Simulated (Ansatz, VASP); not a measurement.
## Hf3Te in VASP and in Ansatz

File INCAR:

```
SYSTEM = Hf3Te
  PREC = Accurate
  ENCUT = 520
  EDIFF = 1E-6
  ISMEAR = 0
  SIGMA = 0.1
  LREAL = .False.
  LASPH = .True.
  NELM = 100
  ALGO = Normal
  ISIF = 2
  LWAVE = .False.
  LCHARG = .False.
  GGA = PE
  NBANDS = 26
```

The input KPOINTS:

```
regular mesh
0
Gamma
  4 4 4
  0 0 0
```

The input POSCAR:

```
Hf3Te
1.0
    4.8727180164      0.0000000000      0.0000000000
    0.0000000000      4.8727180164      0.0000000000
    0.0000000000      0.0000000000      4.8727180164
Hf Te
3 1
Direct
    0.5000000000      0.0000000000      0.0000000000
    0.0000000000      0.5000000000      0.0000000000
    0.0000000000      0.0000000000      0.5000000000
    0.0000000000      0.0000000000      0.0000000000
```

Input for Ansatz:

```yaml
crystal:
  lattice:
    - [4.8727180164, 0.0, 0.0]
    - [0.0, 4.8727180164, 0.0]
    - [0.0, 0.0, 4.8727180164]
  atoms:
    - { symbol: Hf, position: [0.5, 0.0, 0.0] }
    - { symbol: Hf, position: [0.0, 0.5, 0.0] }
    - { symbol: Hf, position: [0.0, 0.0, 0.5] }
    - { symbol: Te, position: [0.0, 0.0, 0.0] }
basis:
  ecutwfc: 420
kpoints:
  mp_grid: { grid: [4, 4, 4] }
hamiltonian:
  xc: pbe
scf:
  occupations: { method: gaussian, width: 0.1 }
  lower_state_search: "off"
output:
  forces: true
  stress: true
  eigenvalues: true
```

Alike in both runs: task single point; functional PBE; k mesh 4 × 4 × 4; occupations gaussian, width 0.1 eV; no spin polarisation.

|  | VASP | Ansatz |
| --- | --- | --- |
| version | VASP 6.6.1 | Ansatz 0.2.0 |
| potentials or method | VASP PAW PBE potentials, release 64 (Hf_pv, Te) | scalar-relativistic, plane waves, PAW |
| plane-wave cutoff (eV) | 520 | 420 |
| valence electrons in the cell | 36 | 94 |

```tsv
	VASP	Ansatz	Ansatz less VASP
gap on the k mesh at the Fermi level (eV)	none	none	-
pressure (GPa)	26.3	26.4	+0.06
```

A gap of «none» marks a metal or a gap that the smearing closes. The two sets of potentials don't hold the same shells in valence.

Caveats: so large a pressure means that the cell lies far from this level's equilibrium, or that cutoff or potentials fall short (VASP). Spin-orbit coupling is left out, which matters for the levels of Hf, Te.
